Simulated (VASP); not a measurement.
Given:

```
BaF2
1.0
    0.00000     3.02641     3.02641
    3.02641     0.00000     3.02641
    3.02641     3.02641     0.00000
Ba F
1 2
Cartesian
  0.00000   0.00000   0.00000
  1.51320   1.51320   1.51320
  4.53961   4.53961   4.53961
```

These are PBEsol GGA, VASP's PBE PAW potentials (set 64) (plane waves; VASP 6.6.1) values and carry that method's errors. Run with 600 eV cut-off, 6×6×6 Γ-centred mesh, Gaussian smearing of 0.050 eV, potentials Ba_sv F.

Problem. Give the stress tensor in GPa (positive for a compressed cell).

Solution. 
```
4.32  0.00  0.00
0.00  4.32  0.00
0.00  0.00  4.32
```
The pressure is its mean diagonal, 4.32 GPa.

The compound is BaF2 in the fluorite structure. This cell was strained or had an atom moved on purpose.
